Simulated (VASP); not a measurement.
Output of a VASP run:

File OSZICAR:
```
       N       E                     dE             d eps       ncg     rms          rms(c)
DAV:   1     0.515437165436E+02    0.51544E+02   -0.83675E+03  3084   0.204E+03
DAV:   2    -0.162048325923E+02   -0.67749E+02   -0.58371E+02  2926   0.342E+02
DAV:   3    -0.255707525543E+02   -0.93659E+01   -0.74373E+01  3055   0.335E+02
DAV:   4    -0.262723447016E+02   -0.70159E+00   -0.62383E+00  3434   0.500E+01
DAV:   5    -0.263011952445E+02   -0.28851E-01   -0.25630E-01  3313   0.582E+00    0.380E+01
DAV:   6    -0.251425094167E+02    0.11587E+01   -0.13121E+00  3502   0.367E+01    0.141E+01
DAV:   7    -0.247990038843E+02    0.34351E+00   -0.79116E-01  3577   0.271E+01    0.915E-01
DAV:   8    -0.247867400069E+02    0.12264E-01   -0.11352E-02  3619   0.135E+00    0.257E-01
DAV:   9    -0.247855558912E+02    0.11841E-02   -0.12220E-03  3629   0.542E-01    0.310E-02
DAV:  10    -0.247855785570E+02   -0.22666E-04   -0.35288E-05  3024   0.525E-02    0.706E-03
DAV:  11    -0.247855788418E+02   -0.28480E-06   -0.31514E-07  1713   0.185E-02
   1 F= -.24785579E+02 E0= -.24785627E+02  d E =0.143091E-03
```

**OUTCAR**
```
------------------------ aborting loop because EDIFF is reached ----------------------------------------
  FORCE on cell =-STRESS in cart. coord.  units (eV):
  Direction    XX          YY          ZZ          XY          YZ          ZX
  --------------------------------------------------------------------------------------
  Total       -2.8566238     -2.8566245     -3.0646261     -0.0000000      0.0000000      0.0000000
  in kB     -146.5815860   -146.5816201   -157.2547819     -0.0000000      0.0000000      0.0000000
  external PRESSURE =    -150.1393293 kB  Pullay stress =       0.0000000 kB
  volume of cell :       31.22
      direct lattice vectors                 reciprocal lattice vectors
     1.407600000 -2.438035000  0.000000000     0.355214550 -0.205083192  0.000000000
     1.407600000  2.438035000  0.000000000     0.355214550  0.205083192  0.000000000
     0.000000000  0.000000000  4.549200000     0.000000000  0.000000000  0.219818869
 POSITION                                       TOTAL-FORCE (eV/Angst)
 -----------------------------------------------------------------------------------
      1.40760      0.81268      1.13730         0.000000      0.000000      0.000000
      1.40760     -0.81268      3.41190        -0.000000     -0.000000      0.000000
 -----------------------------------------------------------------------------------
    total drift:                               -0.000000      0.000013     -0.000017
  FREE ENERGIE OF THE ION-ELECTRON SYSTEM (eV)
  ---------------------------------------------------
  free  energy   TOTEN  =       -24.7855788418 eV

  energy  without entropy=      -24.7857219332  energy(sigma->0) =      -24.78562654
```
(Selected blocks of OUTCAR.)

**POSCAR**
```
Re
1
    1.4076000000    -2.4380350000     0.0000000000
    1.4076000000     2.4380350000     0.0000000000
    0.0000000000     0.0000000000     4.5492000000
Re
2
Direct
  0.3333330000   0.6666670000   0.2500000000
  0.6666670000   0.3333330000   0.7500000000
```

Problem. Reconstruct the remaining input files.

Solution. Several could match; the one computed here: the input of the run itself, PBE GGA, plane waves, VASP's PBE PAW potentials (set 64).

File KPOINTS:
```
Automatic mesh
0
Gamma
13 13 7
0 0 0
```

### INCAR
```
ALGO=Normal
EDIFF=1E-6
ENCUT=800
GGA=PE
ISIF=2
ISMEAR=1
LASPH=T
LCHARG=F
LMAXMIX=6
LREAL=F
LWAVE=F
NELM=100
PREC=Accurate
SIGMA=0.1
SYSTEM=Re
```

POTCAR, in this order: Re (PBE.64 set). Program: vasp_std.

The compound is Re in the hcp structure. The cell was not relaxed at this level. The run is one of a series of settings (ENCUT = 800 against the base run), some of them coarse on purpose.
